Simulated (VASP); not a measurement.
Computed with MS2 meta-GGA, VASP's PBE PAW potentials (set 64) (plane waves; VASP 6.6.1).

Input for VASP

### POSCAR
```
Ag
1
    0.0000000000     2.0117447667     2.0117447667
    2.0117447667     0.0000000000     2.0117447667
    2.0117447667     2.0117447667     0.0000000000
Ag
1
Direct
  0.0000000000   0.0000000000   0.0000000000
```

INCAR:
```
SYSTEM = Ag
PREC = Accurate; ENCUT = 520; LREAL = .False.
LASPH = .True.
EDIFF = 1E-7; NELM = 100; ALGO = Normal
LMAXMIX = 4; LMIXTAU = .True.
ISMEAR = 1; SIGMA = 0.1
METAGGA = MS2
ISIF = 2
LWAVE = .False.; LCHARG = .False.
```

File KPOINTS:
```
Automatic
0
Gamma
 15 15 15
0 0 0
```

POTCAR, in this order: Ag (PBE.64 set). Program: vasp_std.

Q: What will the output report for the number of irreducible k-points (NKPTS), largest plane-wave count, number of space-group operations, FFT grid (NGX, NGY, NGZ)?

A: 
* **number of irreducible k-points (NKPTS)**: 120
* **largest plane-wave count**: 450
* **number of space-group operations**: 48
* **FFT grid (NGX, NGY, NGZ)**: 24 × 24 × 24

The compound is Ag in the fcc structure. This cell is one point of a volume scan, at 0.97 of the reference volume.
